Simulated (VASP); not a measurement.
Method: optB88-vdW, VASP's PBE PAW potentials (set 64) (plane waves; VASP).

Input for VASP

KPOINTS:
```
Automatic mesh
0
Gamma
7 7 4
0 0 0
```

**POSCAR**
```
CdS
1
    2.0956968796    -3.6298532946     0.0000000000
    2.0956968796     3.6298532946     0.0000000000
    0.0000000000     0.0000000000     6.8119052591
Cd S
2 2
Direct
  0.6666670000   0.3333330000   0.5000223415
  0.3333330000   0.6666670000   0.0000223415
  0.6666670000   0.3333330000   0.8769776585
  0.3333330000   0.6666670000   0.3769776585
```

### INCAR
```
LUSE_VDW = .True.
PARAM2 = 0.22
LCHARG = .True.
LMAXMIX = 4
LORBIT = 11   # lm-projected
LASPH = .True.   # aspherical one-centre terms
NELM = 100
GGA = BO
NEDOS = 601   # DOS grid
PREC = Accurate
ISMEAR = -5   # tetrahedra, Bloechl
PARAM1 = 0.1833333333
LREAL = .False.
ALGO = Normal   # blocked Davidson
LWAVE = .False.
ISIF = 2   # forces and stress, cell fixed
LEFG = .True.
AGGAC = 0.0
EDIFF = 1E-7
ENCUT = 520   # plane-wave cut-off (eV)
SYSTEM = CdS
```

POTCAR, in this order: Cd S (PBE.64 set). Program: vasp_std.

Output of the run:

**OUTCAR**
```
 ion  position               nearest neighbor table
   1  0.667  0.333  0.500-   4 2.56   4 2.56   4 2.56   3 2.57
   2  0.333  0.667  0.000-   3 2.56   3 2.56   3 2.56   4 2.57
   3  0.667  0.333  0.877-   2 2.56   2 2.56   2 2.56   1 2.57
   4  0.333  0.667  0.377-   1 2.56   1 2.56   1 2.56   2 2.57
  LATTYP: Found a hexagonal cell.
 ALAT       =     4.1913936049
 C/A-ratio  =     1.6252124952
 Subroutine PRICEL returns:
 Original cell was already a primitive cell.
 Subroutine GETGRP returns: Found 12 space group operations
The static configuration has the point symmetry C_3v.
 The point group associated with its full space group is C_6v.
The dynamic configuration has the point symmetry C_3v.
 Subroutine INISYM returns: Found 12 space group operations
 Subroutine IBZKPT returns following result:
 Found     24 irreducible k-points:

 Following reciprocal coordinates:
            Coordinates               Weight
  0.000000  0.000000  0.000000      1.000000
  0.142857 -0.000000  0.000000      6.000000
  0.285714 -0.000000  0.000000      6.000000
  0.428571  0.000000  0.000000      6.000000
  0.142857  0.142857  0.000000      6.000000
...
```

OSZICAR:
```
       N       E                     dE             d eps       ncg     rms          rms(c)
DAV:   1     0.260941920130E+03    0.26094E+03   -0.17778E+04  1056   0.150E+03
DAV:   2     0.113979927994E+02   -0.24954E+03   -0.24516E+03  1170   0.359E+02
DAV:   3    -0.363017727063E+01   -0.15028E+02   -0.14967E+02  1272   0.858E+01
DAV:   4    -0.381525874180E+01   -0.18508E+00   -0.18495E+00  1230   0.955E+00
DAV:   5    -0.381837416068E+01   -0.31154E-02   -0.31153E-02  1290   0.122E+00    0.104E+01
DAV:   6    -0.267575908565E+01    0.11426E+01   -0.28715E+00  1374   0.164E+01    0.831E+00
DAV:   7    -0.266620530481E+01    0.95538E-02   -0.77050E-01  1200   0.512E+00    0.417E+00
DAV:   8    -0.266397745903E+01    0.22278E-02   -0.10060E-01  1216   0.328E+00    0.445E-01
DAV:   9    -0.266124573532E+01    0.27317E-02   -0.20162E-02  1320   0.171E+00    0.134E-01
DAV:  10    -0.266143255915E+01   -0.18682E-03   -0.11595E-03  1188   0.289E-01    0.776E-02
DAV:  11    -0.266150688437E+01   -0.74325E-04   -0.25381E-04  1176   0.126E-01    0.708E-02
DAV:  12    -0.266149865329E+01    0.82311E-05   -0.11377E-04  1260   0.774E-02    0.106E-02
DAV:  13    -0.266149887838E+01   -0.22509E-06   -0.65584E-06  1200   0.194E-02    0.528E-03
DAV:  14    -0.266149912367E+01   -0.24529E-06   -0.15507E-06  1356   0.100E-02    0.280E-03
DAV:  15    -0.266149888052E+01    0.24314E-06   -0.46194E-07   954   0.688E-03    0.122E-03
DAV:  16    -0.266149885555E+01    0.24969E-07   -0.93426E-08   606   0.179E-03
   1 F= -.26614989E+01 E0= -.26614989E+01  d E =0.000000E+00
```

**OUTCAR**
```
------------------------ aborting loop because EDIFF is reached ----------------------------------------
  FORCE on cell =-STRESS in cart. coord.  units (eV):
  Direction    XX          YY          ZZ          XY          YZ          ZX
  --------------------------------------------------------------------------------------
  Total       -0.0238795     -0.0238795      0.0483130      0.0000000      0.0000000      0.0000000
  in kB       -0.3691639     -0.3691639      0.7468925      0.0000000      0.0000000      0.0000000
  external PRESSURE =       0.0028549 kB  Pullay stress =       0.0000000 kB
  volume of cell :      103.64
      direct lattice vectors                 reciprocal lattice vectors
     2.095696880 -3.629853295  0.000000000     0.238584122 -0.137746614  0.000000000
     2.095696880  3.629853295  0.000000000     0.238584122  0.137746614  0.000000000
     0.000000000  0.000000000  6.811905259     0.000000000  0.000000000  0.146801807
  FREE ENERGIE OF THE ION-ELECTRON SYSTEM (eV)
  ---------------------------------------------------
  free  energy   TOTEN  =        -2.6614988556 eV

  energy  without entropy=       -2.6614988556  energy(sigma->0) =       -2.66149886

 total charge

# of ion       s       p       d       tot
------------------------------------------
    1        0.423   0.301   9.563  10.287
    2        0.423   0.301   9.563  10.287
    3        1.334   2.385   0.000   3.719
    4        1.334   2.385   0.000   3.719
--------------------------------------------------
tot          3.514   5.373  19.126  28.013

 Electric field gradients after diagonalization (V/A^2)
 (convention: |V_zz| > |V_xx| > |V_yy|)
----------------------------------------------------------------------
 ion       V_xx      V_yy      V_zz     asymmetry (V_yy - V_xx)/ V_zz
----------------------------------------------------------------------
   1      -1.825    -1.823     3.648       0.001
   2      -1.825    -1.823     3.648       0.001
   3       0.381     0.381    -0.762       0.001
   4       0.381     0.380    -0.761       0.001
```
(Selected blocks of OUTCAR.)

The compound is CdS in the wurtzite structure. It was relaxed first.
